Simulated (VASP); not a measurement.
All values below come from PBEsol GGA, VASP's PBE PAW potentials (set 64) (plane waves; VASP).

VASP input:

File POSCAR:
```
RuSi
1.0
  4.6869299071   0.0000000000   0.0000000000
  0.0000000000   4.6869299071   0.0000000000
  0.0000000000   0.0000000000   4.6869299071
Si Ru
4 4
Direct
  0.1616285518   0.3383714482   0.6616285518
  0.6616285518   0.1616285518   0.3383714482
  0.8383714482   0.8383714482   0.8383714482
  0.3383714482   0.6616285518   0.1616285518
  0.8686156567   0.6313843433   0.3686156567
  0.3686156567   0.8686156567   0.6313843433
  0.1313843433   0.1313843433   0.1313843433
  0.6313843433   0.3686156567   0.8686156567
```

File KPOINTS:
```
K-points
0
gamma
  5 5 5
0 0 0
```

### INCAR
```
ALGO=Normal
EDIFF=1E-7
ENCUT=400
GGA=PS
ISIF=2
ISMEAR=-5
LASPH=T
LCHARG=T
LMAXMIX=4
LORBIT=11
LREAL=F
LWAVE=F
NEDOS=601
NELM=100
PREC=Accurate
SYSTEM=RuSi
```

POTCAR, in this order: Si Ru_pv (PBE.64 set). Program: vasp_std.

Q: What will the output report for the number of irreducible k-points (NKPTS), number of bands (NBANDS), largest plane-wave count, number of space-group operations, FFT grid (NGX, NGY, NGZ)?

A: 
```json
{
 "number of irreducible k-points (NKPTS)": "11",
 "number of bands (NBANDS)": "43",
 "largest_plane_wave_count": "1887",
 "number_of_space_group_operations": "12",
 "FFT grid (NGX, NGY, NGZ)": "32 × 32 × 32"
}
```

The compound is RuSi in the B20 structure. It was relaxed first.
